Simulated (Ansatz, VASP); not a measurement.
# ZrGeS: VASP beside Ansatz

Wanted: the spread between two codes on one cell, functional and k mesh.

Program: Ansatz 0.2.0. Level of theory: plane waves, with VASP 6.6.1 beside it; single point at r2SCAN and band structure at r2SCAN. Results are calculated unless marked as measured.

### Step 1. The starting structure

The structure is tetragonal, space group P4/nmm (No. 129). The conventional cell has a = 3.626 Å, b = 3.626 Å, c = 8.019 Å, α = 90.00°, β = 90.00°, γ = 90.00°. Zr has 5 S at 2.69 to 2.77 Å and 4 Ge at 2.86 Å nearest. Ge has 4 Ge at 2.56 Å and 4 Zr at 2.86 Å nearest. S has 5 Zr at 2.69 to 2.77 Å nearest. Farther neighbours and most contacts between anions are not listed.

Coordinates:

```cif
data_structure
_symmetry_space_group_name_H-M 'P4/nmm:1'
_symmetry_Int_Tables_number 129
_cell_length_a 3.6260
_cell_length_b 3.6260
_cell_length_c 8.0190
_cell_angle_alpha 90.000
_cell_angle_beta 90.000
_cell_angle_gamma 90.000
_cell_volume 105.43
loop_
_atom_site_label
_atom_site_type_symbol
_atom_site_symmetry_multiplicity
_atom_site_Wyckoff_symbol
_atom_site_fract_x
_atom_site_fract_y
_atom_site_fract_z
_atom_site_occupancy
Zr1 Zr 2 c 0.00000 0.50000 0.27600 1
Ge1 Ge 2 a 0.00000 0.00000 0.00000 1
S1 S 2 c 0.00000 0.50000 0.62200 1
```

### Step 2. VASP: single point, r2SCAN

A single point gives forces, pressure and levels at one fixed geometry, so differences don't come from the geometry; what else differs is listed under the comparison.

Lines of VASP's logs that name or quote its potential files are left out, and so is its time.

Contents of INCAR:

```
SYSTEM = ZrGeS
PREC = Accurate
ENCUT = 410
EDIFF = 1E-06
NELM = 100
ISMEAR = -1
SIGMA = 0.05
LREAL = .FALSE.
ALGO = Normal
METAGGA = R2SCAN
LASPH = .TRUE.
NBANDS = 39
LORBIT = 11
LWAVE = .FALSE.
LCHARG = .FALSE.
KPAR = 4
ISIF = 2
```

Contents of POSCAR:

```
ZrGeS
1.0
    3.6260000000      0.0000000000      0.0000000000
    0.0000000000      3.6260000000      0.0000000000
    0.0000000000      0.0000000000      8.0190000000
Zr Ge S
2 2 2
Direct
    0.0000000000      0.5000000000      0.2760000000
    0.5000000000      0.0000000000      0.7240000000
    0.0000000000      0.0000000000      0.0000000000
    0.5000000000      0.5000000000      0.0000000000
    0.0000000000      0.5000000000      0.6220000000
    0.5000000000      0.0000000000      0.3780000000
```

Contents of KPOINTS:

```
Automatic mesh
0
Gamma
7 7 4
0 0 0
```

The projector-augmented-wave data sets are Zr_sv, Ge_d and S (PBE family, release 64).

Command:

```
$ mpirun -np 4 vasp_std
```

Numbers of over 12 decimals in the logs are rounded to 6 here.

Output:

```text
[banner, memory and clock lines left out]
running    4 mpi-ranks, on    1 nodes
 distrk:  each k-point on    1 cores,    4 groups
 distr:  one band on    1 cores,    1 groups

 POSCAR found type information on POSCAR ZrGeS
 POSCAR found :  3 types and       6 ions
|                                                                             |
|               ----> ADVICE to this user running VASP <----                  |
|                                                                             |
|     You enforced a specific xc type in the INCAR file but a different       |
|     [... a line on the potential file left out ...]
|     I HOPE YOU KNOW WHAT YOU ARE DOING!                                     |
|                                                                             |

 LDA part: xc-table for (None), standard interpolation
 POSCAR, INCAR and KPOINTS ok, starting setup
 FFT: planning ... GRIDC
 FFT: planning ... GRID_SOFT
 FFT: planning ... GRID
 WAVECAR not read
 entering main loop
       N       E                     dE             d eps       ncg     rms          rms(c)
DAV:   1     0.638281513995E+03    0.63828E+03   -0.27541E+04  2976   0.308E+03
DAV:   2     0.970116099427E+01   -0.62858E+03   -0.60324E+03  2411   0.860E+02
DAV:   3    -0.105484021923E+03   -0.11519E+03   -0.11173E+03  3223   0.205E+02
DAV:   4    -0.115534537936E+03   -0.10051E+02   -0.99738E+01  3552   0.611E+01
DAV:   5    -0.116077574026E+03   -0.54304E+00   -0.54232E+00  3561   0.118E+01    0.228E+01
DAV:   6    -0.968916711692E+02    0.19186E+02   -0.11927E+01  3851   0.421E+01    0.914E+00
DAV:   7    -0.970729950161E+02   -0.18132E+00   -0.21446E+00  2984   0.826E+00    0.370E+00
DAV:   8    -0.971134618492E+02   -0.40467E-01   -0.16688E-01  3540   0.324E+00    0.110E+00
DAV:   9    -0.971136539902E+02   -0.19214E-03   -0.28938E-02  3427   0.113E+00    0.231E-01
DAV:  10    -0.971147704150E+02   -0.11164E-02   -0.29264E-03  3299   0.346E-01    0.149E-01
DAV:  11    -0.971150616238E+02   -0.29121E-03   -0.35186E-04  3180   0.123E-01    0.324E-02
DAV:  12    -0.971150919111E+02   -0.30287E-04   -0.49865E-05  3322   0.562E-02    0.115E-02
DAV:  13    -0.971150922622E+02   -0.35106E-06   -0.54696E-06  2793   0.190E-02
   1 F= -.97115092E+02 E0= -.97111355E+02  d E =-.747375E-02
```

OUTCAR, selected parts (step 2):

```text
ion  position               nearest neighbor table
   1  0.000  0.500  0.276-   6 2.69   6 2.69   6 2.69   6 2.69   5 2.77   3 2.86   4 2.86   4 2.86
                             3 2.86
   2  0.500  0.000  0.724-   5 2.69   5 2.69   5 2.69   5 2.69   6 2.77   3 2.86   3 2.86   4 2.86
                             4 2.86
   3  0.000  0.000  0.000-   4 2.56   4 2.56   4 2.56   4 2.56   2 2.86   2 2.86   1 2.86   1 2.86

  LATTYP: Found a simple tetragonal cell.
 ALAT       =     3.6260000000
 C/A-ratio  =     2.2115278544

 Subroutine GETGRP returns: Found 16 space group operations
 (whereof  8 operations were pure point group operations)

The static configuration has the point symmetry D_2d.
 The point group associated with its full space group is D_4h.

 Found     30 irreducible k-points:

   k-points           NKPTS =     30   k-points in BZ     NKDIM =     30   number of bands    NBANDS=     39

   dimension x,y,z NGX =    24 NGY =   24 NGZ =   54
   dimension x,y,z NGXF=    48 NGYF=   48 NGZF=  108

   ENCUT  =  410.0 eV  30.13 Ry    5.49 a.u.   5.99  5.99 13.24*2*pi/ulx,y,z

   NELECT =      64.0000    total number of electrons

 k-points in reciprocal lattice and weights: Automatic mesh
   0.00000000  0.00000000  0.00000000       0.005
   0.14285714  0.00000000  0.00000000       0.020
   0.28571429  0.00000000  0.00000000       0.020
   0.42857143  0.00000000  0.00000000       0.020
   0.14285714  0.14285714  0.00000000       0.020
   0.28571429  0.14285714  0.00000000       0.041
   0.42857143  0.14285714  0.00000000       0.041
   0.28571429  0.28571429  0.00000000       0.020
   0.42857143  0.28571429  0.00000000       0.041
[...]
0.42857143  0.28571429  0.50000000       0.041
   0.42857143  0.42857143  0.50000000       0.020

 average (electrostatic) potential at core
       1 -80.5987       2 -80.5987       3 -74.6916       4 -74.6916       5 -85.8974
       6 -85.8974

 E-fermi :   9.6511

 k-point     1 :       0.0000    0.0000    0.0000
  band No.  band energies     occupation
    ...
     29       6.9151      2.00000
     30       6.9151      2.00000
     31       7.1451      2.00000
     32       8.1513      2.00000
     33       9.2902      1.99854
     34      10.2809      0.00001
     35      10.5304      0.00000
     36      10.7405      0.00000
     37      10.7405      0.00000
     38      10.7636      0.00000
    ...

 k-point     2 :       0.1429    0.0000    0.0000
  band No.  band energies     occupation
    ...
     28       6.4532      2.00000
     29       6.7221      2.00000
     30       7.4420      2.00000
     31       7.7591      2.00000
     32       8.1593      2.00000
     33      10.0354      0.00092
     34      10.3002      0.00000
     35      10.3331      0.00000
     36      10.7246      0.00000
     37      10.8856      0.00000
    ...

 k-point     3 :       0.2857    0.0000    0.0000
  band No.  band energies     occupation
    ...
     28       5.6517      2.00000
     29       7.3211      2.00000
     30       7.8816      2.00000
     31       8.0350      2.00000
     32       8.6570      2.00000
     33      10.1629      0.00007
     34      10.1648      0.00007
     35      10.6503      0.00000
     36      11.3321      0.00000
     37      11.3529      0.00000
    ...

  Total        1.0123466      1.0123466      1.0999153      0.0000000     -0.0000000      0.0000000
  in kB       15.3838138     15.3838138     16.7145245      0.0000000     -0.0000000      0.0000000
  external PRESSURE =      15.8273841 kB  Pullay stress =       0.0000000 kB

  energy-cutoff  :      410.00
  volume of cell :      105.43
      direct lattice vectors                 reciprocal lattice vectors
     3.626000000  0.000000000  0.000000000     0.275785990  0.000000000  0.000000000
     0.000000000  3.626000000  0.000000000     0.000000000  0.275785990  0.000000000
     0.000000000  0.000000000  8.019000000     0.000000000  0.000000000  0.124703828

 POSITION                                       TOTAL-FORCE (eV/Angst)
 -----------------------------------------------------------------------------------
      0.00000      1.81300      2.21324         0.000000     -0.000000     -0.099714
      1.81300      0.00000      5.80576        -0.000000      0.000000      0.099714
      0.00000      0.00000      0.00000        -0.000000      0.000000     -0.000000
      1.81300      1.81300      0.00000        -0.000000     -0.000000     -0.000000
      0.00000      1.81300      4.98782        -0.000000     -0.000000     -0.097037
      1.81300      0.00000      3.03118         0.000000      0.000000      0.097037
 -----------------------------------------------------------------------------------
    total drift:                                0.000000     -0.000000     -0.000000

  FREE ENERGIE OF THE ION-ELECTRON SYSTEM (eV)
  ---------------------------------------------------
  free  energy   TOTEN  =       -97.1150922622 eV

  energy  without entropy=      -97.1076185128  energy(sigma->0) =      -97.11135539

 total charge
# of ion       s       p       d       tot
------------------------------------------
    1        2.136   5.987   1.554   9.677
    2        2.136   5.987   1.554   9.677
    3        1.112   1.350  10.051  12.513
    4        1.112   1.350  10.051  12.513
    5        1.313   2.472   0.000   3.786
    6        1.313   2.472   0.000   3.786
--------------------------------------------------
tot          9.122  19.620  23.210  51.951

[... 3 further parts left out ...]
```

The run ends at a pressure of 1.58 GPa, with forces up to 0.100 eV/Å.

### Step 3. Ansatz: single point, r2SCAN

Ansatz runs on its default PAW (the set named soft_2) files.

The same cell, functional, mesh and smearing now go to Ansatz, which takes its cutoff from its data sets.

Contents of input.yaml:

```yaml
crystal:
  lattice:
    - [3.626, 0.0, 0.0]
    - [0.0, 3.626, 0.0]
    - [0.0, 0.0, 8.019]
  atoms:
    - { symbol: Zr, position: [0.0, 0.5, 0.276] }
    - { symbol: Zr, position: [0.5, 0.0, 0.724] }
    - { symbol: Ge, position: [0.0, 0.0, 0.0] }
    - { symbol: Ge, position: [0.5, 0.5, 0.0] }
    - { symbol: S, position: [0.0, 0.5, 0.622] }
    - { symbol: S, position: [0.5, 0.0, 0.378] }
hamiltonian:
  xc: r2scan
  pseudopotentials: { kind: paw }
kpoints:
  mp_grid: { grid: [7, 7, 4] }
scf:
  occupations: { method: fermi_dirac, width: 0.05 }
  n_extra_bands: 5
output:
  forces: true
  stress: true
  eigenvalues: true
```

Command:

```
$ ansatz run input.yaml --threads 4 --pin off --max-ram 9216MiB --backend cpu --events-out ev --progress --plain --runs-dir out
```

Output:

```text
scf.n_extra_bands = 5 over 32 filled bands (N_el = 64.0): the run solves 37 bands
Engine: ansatz 0.2.0, aarch64-unknown-linux-gnu
Pseudopotentials: kind: paw
Pseudopotential: Zr, paw, valence charge 12, recommended cutoff 500 eV (meta_gga), Zr.paw.azcp
Pseudopotential: Ge, paw, valence charge 14, recommended cutoff 500 eV (meta_gga), Ge.paw.azcp
Pseudopotential: S, paw, valence charge 6, recommended cutoff 500 eV (meta_gga), S.paw.azcp
Functional definition: r2SCAN
  parameter k0 = 0.174
  parameter k1 = 0.065
  parameter a1 = 4.9479
  exchange = r2scan_x(k0 = k0, k1 = k1, a1 = a1)
  correlation = r2scan_c
Crystal: 6 atoms, lattice volume = 105.433 Å³
Basis set: ecut = 500 eV, 2685 PW (Γ), exchange–correlation on 108×108×240 points (64 copies of the dense FFT grid, shifted against one another)
Bands: 37, of which v1, the nominal top of the filled ones, is band 32 counted from 1 (31 counted from 0)
Symmetry: 16 space group operations
Space group: P4/nmm (ITA 129), of the structure as read, at distance tolerance 4.7e-5 Å
k-points: 30 of 196
Non-local potential: Zr, projectors of the file, l = 0: 3, l = 1: 2, l = 2: 2, l = 3: 2
Non-local potential: Ge, projectors of the file, l = 0: 2, l = 1: 2, l = 2: 3, l = 3: 1
Non-local potential: S, projectors of the file, l = 0: 2, l = 1: 2, l = 2: 2
PAW form: soft (Blöchl's): semilocal exchange-correlation on the pseudo side does not see the compensation charge
PAW frozen core: Zr, regenerated for the run's functional (the file was generated under x = pbe(κ = 0.804, μ = 0.219515), c = pbe(β = 0.066725))
PAW frozen core: Ge, regenerated for the run's functional (the file was generated under x = pbe(κ = 0.804, μ = 0.219515), c = pbe(β = 0.066725))
PAW frozen core: S, regenerated for the run's functional (the file was generated under x = pbe(κ = 0.804, μ = 0.219515), c = pbe(β = 0.066725))
PAW one-centre angular grid: Zr, 590 points (default); XC on 160 Gauss nodes
PAW one-centre angular grid: Ge, 590 points (default); XC on 160 Gauss nodes
PAW one-centre angular grid: S, 302 points (default); XC on 160 Gauss nodes
Initial density: superposition of atomic densities (neutral atoms: chi_scale 0, normalization atom), corrected by the library's trained network
Initial wavefunctions: pseudopotential atomic-orbital guess
Functional: x = r2scan, c = r2scan; τ floored in thin density (d = 2e-4 eV/Å³)
SCF iter   1: F=—  HF=-18815.203821 eV  |F-HF|=—  |Δ(HF+E_count)|=         —  Δρ=8.69e-3  dr2=1.10e-1  dr2_τ=3.70e-2  ethr=1.77e-3  ⟨swp⟩=6.1  Hψ=4660  notcnv=0
preconditioner: auto → Kerker (q_TF=auto, 2.510 Å⁻¹)  [metal: Δε(μ)=0.101 eV  Ē_g=8.073 eV  σ=0.050 eV  W_gap=0.46  n_scr=30 (ndim 8)  ℏωp=19.1 eV  f_vac=0.000  D(μ)=0.83/eV (n_scr^D=2)]
SCF iter   2: F=—  HF=-18815.347038 eV  |F-HF|=—  |Δ(HF+E_count)|=   1.43e-1  Δρ=4.98e-3  dr2=3.14e-2  dr2_τ=1.06e-3  ethr=1.72e-4  ⟨swp⟩=2.5  Hψ=2364  notcnv=0  defer=6
SCF iter   3: F=—  HF=-18815.347483 eV  |F-HF|=—  |Δ(HF+E_count)|=   4.45e-4  Δρ=1.86e-3  dr2=3.28e-3  dr2_τ=2.88e-4  ethr=4.91e-5  ⟨swp⟩=3.0  Hψ=2176  notcnv=0  defer=6
SCF iter   4: F=—  HF=-18815.347957 eV  |F-HF|=—  |Δ(HF+E_count)|=   4.74e-4  Δρ=6.22e-4  dr2=4.73e-4  dr2_τ=1.63e-5  ethr=5.13e-6  ⟨swp⟩=2.0  Hψ=1823  notcnv=0  defer=6
SCF iter   5: F=—  HF=-18815.348055 eV  |F-HF|=—  |Δ(HF+E_count)|=   9.74e-5  Δρ=1.81e-4  dr2=7.44e-5  dr2_τ=3.32e-6  ethr=7.40e-7  ⟨swp⟩=2.0  Hψ=1948  notcnv=0  defer=6
SCF iter   6: F=—  HF=-18815.348063 eV  |F-HF|=—  |Δ(HF+E_count)|=   8.57e-6  Δρ=5.85e-5  dr2=4.98e-6  dr2_τ=3.31e-7  ethr=1.16e-7  ⟨swp⟩=2.0  Hψ=1532  notcnv=0  defer=6
SCF iter   7: F=—  HF=-18815.348064 eV  |F-HF|=—  |Δ(HF+E_count)|=   9.77e-7  Δρ=1.81e-5  dr2=4.43e-7  dr2_τ=1.30e-8  ethr=7.79e-9  ⟨swp⟩=2.1  Hψ=1954  notcnv=0  defer=6
SCF iter   8: F=-18815.348064 eV  HF=-18815.348064 eV  |F-HF|=6.77e-9  |Δ(HF+E_count)|=   1.64e-7  Δρ=4.16e-6  dr2=3.20e-8  dr2_τ=6.91e-10  ethr=1.56e-10  ⟨swp⟩=6.1  Hψ=4712  notcnv=0
SCF 1 converged in 8 iterations: F = -18815.348064 eV  dr2 = 3.20e-8
  greatest PAW one-centre occupation: 0.998 electrons in one spin orbital (limit 2), on the Ge atom at site 3 (counted from 0), in its partial waves of l = 2
SCF converged after 8 iterations
Free energy (F): -18815.348064 eV
Harris-Foulkes:  -18815.348064 eV  (|F-HF|=6.77e-9)
Internal energy: -18815.340663 eV  (E = F + TS)
E sigma→0 (E₀):  -18815.344364 eV
Entropy (-TS):   -0.007402 eV (-1.234 meV/atom)
Fermi energy:    13.850950 eV
--- Per-component energies (eV) ---
  E_band       = -357.594961
  E_kinetic    = 1108.282642
  E_local      = -6735.261822  (includes V_loc(G=0)·N_el)
  E_nonlocal   = 1053.477766
  E_hartree    = 2875.834452
  E_xc         = -639.354569
  E_vxc        = -754.622929  (∫ρ·V_xc dr)
  E_paw        = -11228.313148  (= ΣΔE_a)
  E_vpaw       = -822.007337  (= ΣTr[D̂ρ^β])
  E_aug_tail   = 0.000051  (compensation charges beyond the density's cutoff)
  E_vtau       = 40.872686  (kinetic-family band-sum trace: ∫τ·v_τ [+ j·A + Jᵃ·Aᵃ] dr)
  E_ewald      = -5247.285487
  E_core_change = -2.720548  (= ΣΔE_core)
  E_smearing   = -0.007402  (= −TS)
  E_closure    = -0.000000  (closes the sum)
  Σ components = -18815.348064   (vs F -18815.348064, Δ=0.00e0)
--- Forces (eV/Å), atoms counted from 1 ---
  atom   1  Zr     0.00000000     0.00000000    -0.10013240
  atom   2  Zr     0.00000000     0.00000000     0.10013240
  atom   3  Ge     0.00000000     0.00000000     0.00000000
  atom   4  Ge     0.00000000     0.00000000    -0.00000000
  atom   5  S      0.00000000     0.00000000    -0.09943252
  atom   6  S      0.00000000     0.00000000     0.09943252
  max |Σ_I F_I| component: 0.00e0 eV/Å
--- Stress (GPa, compression-positive) ---
        1.776192       0.000000       0.000000
        0.000000       1.776192       0.000000
        0.000000       0.000000       1.908706
  P = ⅓ Tr σ = 1.8204 GPa (18.204 kbar)
--- Band table (eV; the first three rows and the last of 30) ---
  k-point 0: bands = [... 28 lower, 11.1217, 11.1217, 11.3481, 12.3607, 13.4954, 14.4818, 14.7267, 14.9402, ... 1 higher]
  k-point 1: bands = [... 28 lower, 11.1285, 11.1285, 11.1956, 11.6466, 13.7407, 14.7381, 14.7400, 14.9482, ... 1 higher]
  k-point 2: bands = [... 28 lower, 10.6925, 11.0536, 11.1347, 11.1347, 13.9894, 14.7511, 14.9336, 15.1265, ... 1 higher]
  k-point 29: bands = [... 28 lower, 9.7434, 9.9026, 10.9495, 11.1448, 15.3570, 15.3641, 16.2207, 16.2843, ... 1 higher]
```

Run time: 5.3 s. Hardware: 4 threads of Arm Neoverse V1, shared host; peak memory 0.67 GiB; 20 s of CPU time.

The run ends at a pressure of 1.82 GPa, with forces up to 0.10 eV/Å.

### Step 4. Side by side

Known differences besides the potentials themselves: VASP keeps PBE cores, Ansatz makes them for the functional; the cutoff is 500 eV in Ansatz and 410 eV in VASP. Total energies have different zeros and are not compared.

Compared:

```csv
quantity,Ansatz,VASP,difference
pressure (GPa),1.82,1.58,+0.24
pressure without Ansatz's Pulay correction (GPa),1.76,1.58,+0.17
```

Forces (eV/Å; atoms numbered as in POSCAR):

```
atom        Ansatz x, y, z          VASP x, y, z
 Zr1  0.000, 0.000, -0.100  0.000, 0.000, -0.100
 Zr2   0.000, 0.000, 0.100   0.000, 0.000, 0.100
 Ge3   0.000, 0.000, 0.000   0.000, 0.000, 0.000
 Ge4   0.000, 0.000, 0.000   0.000, 0.000, 0.000
  S5  0.000, 0.000, -0.099  0.000, 0.000, -0.097
  S6   0.000, 0.000, 0.099   0.000, 0.000, 0.097
```

The forces differ by 0.8 meV/Å r.m.s., which is 1.7 % of the r.m.s. force of 0.05 eV/Å (both taken over all components). Ansatz's pressure holds a Pulay correction of 0.06 GPa; VASP's holds none.

### Step 5. Ansatz: band structure, r2SCAN

With cell and atoms fixed, the geometry can't cause a difference; cores, projectors, grids and the points listed under the comparison can. The cell compared in this pair holds 101.22 Å³, against 105.43 Å³ for the pair before.

The cell is taken from a series of VASP runs on this material, whose earlier steps may have relaxed, scaled or displaced it; both programs get it as it stands.

Contents of input.yaml:

```yaml
crystal:
  lattice:
    - [3.5769939926, 0.0, 0.0]
    - [0.0, 3.5769939926, 0.0]
    - [0.0, 0.0, 7.9106218496]
  atoms:
    - { symbol: Zr, position: [0.0, 0.5, 0.276] }
    - { symbol: Zr, position: [0.5, 0.0, 0.724] }
    - { symbol: Ge, position: [0.0, 0.0, 0.0] }
    - { symbol: Ge, position: [0.5, 0.5, 0.0] }
    - { symbol: S, position: [0.0, 0.5, 0.622] }
    - { symbol: S, position: [0.5, 0.0, 0.378] }
hamiltonian:
  xc: r2scan
  pseudopotentials: { kind: paw }
kpoints:
  mp_grid: { grid: [8, 8, 4] }
  band_path:
    path:
      - [0.0, 0.0, 0.0]
      - [0.0, 0.13333, 0.0]
      - [0.0, 0.3, 0.0]
      - [0.0, 0.46667, 0.0]
      - [0.1, 0.5, 0.0]
      - [0.26667, 0.5, 0.0]
      - [0.43333, 0.5, 0.0]
      - [0.43333, 0.43333, 0.0]
      - [0.26667, 0.26667, 0.0]
      - [0.1, 0.1, 0.0]
      - [0.0, 0.0, 0.03333]
      - [0.0, 0.0, 0.2]
      - [0.0, 0.0, 0.36667]
      - [0.0, 0.0, 0.5]
      - [0.0, 0.16667, 0.5]
      - [0.0, 0.3, 0.5]
      - [0.0, 0.46667, 0.5]
      - [0.1, 0.5, 0.5]
      - [0.26667, 0.5, 0.5]
      - [0.43333, 0.5, 0.5]
      - [0.43333, 0.43333, 0.5]
      - [0.26667, 0.26667, 0.5]
      - [0.1, 0.1, 0.5]
      - [0.0, 0.5, 0.03333]
      - [0.0, 0.5, 0.2]
      - [0.0, 0.5, 0.36667]
      - [0.5, 0.5, 0.0]
      - [0.5, 0.5, 0.16667]
      - [0.5, 0.5, 0.33333]
      - [0.5, 0.5, 0.5]
    npoints: 1
scf:
  occupations: { method: fermi_dirac, width: 0.05 }
  n_extra_bands: 9
output:
  forces: true
  stress: true
  eigenvalues: true
```

Output:

```text
[...]
Crystal: 6 atoms, lattice volume = 101.216 Å³
Basis set: ecut = 500 eV, 2605 PW (Γ), exchange–correlation on 108×108×240 points (64 copies of the dense FFT grid, shifted against one another)
Bands: 41, of which v1, the nominal top of the filled ones, is band 32 counted from 1 (31 counted from 0)
Symmetry: 16 space group operations
[...]
k-points: 45 of 256
[...]
k-point 0: bands = [... 28 lower, 11.8308, 11.8308, 11.9021, 13.0955, 14.2913, 15.1553, 15.4662, 15.6956, ... 5 higher]
  k-point 1: bands = [... 28 lower, 11.7403, 11.8397, 11.8397, 12.3567, 14.5543, 15.4372, 15.4782, 15.7098, ... 5 higher]
  k-point 2: bands = [... 28 lower, 11.2473, 11.5846, 11.8477, 11.8477, 14.8274, 15.4919, 15.6944, 15.8752, ... 5 higher]
  k-point 44: bands = [... 28 lower, 10.3279, 10.3279, 11.6943, 11.6943, 16.2146, 16.2146, 17.3137, 17.3137, ... 5 higher]
[key lines of the parts left out:]
SCF converged after 8 iterations
Free energy (F): -18815.228842 eV
Fermi energy:    14.468541 eV
P = ⅓ Tr σ = 7.8248 GPa (78.248 kbar)
```

Elapsed: 10 s, on 4 threads; peak memory 0.71 GiB.

(Part 1 of 2 ends here.)

[Lines on the potential files, build, host, timing and source positions are cut from VASP's logs without a mark.]

[Logs are printed without paths, hosts, clocks, repeated set-up lines and the standing remarks that a program may print on its own settings, such as how far it seeks lower states.]

[Hosts, paths, dates, database ids (printed as entryN), source tags and the programs' standing remarks are cut or masked in the printed files.]
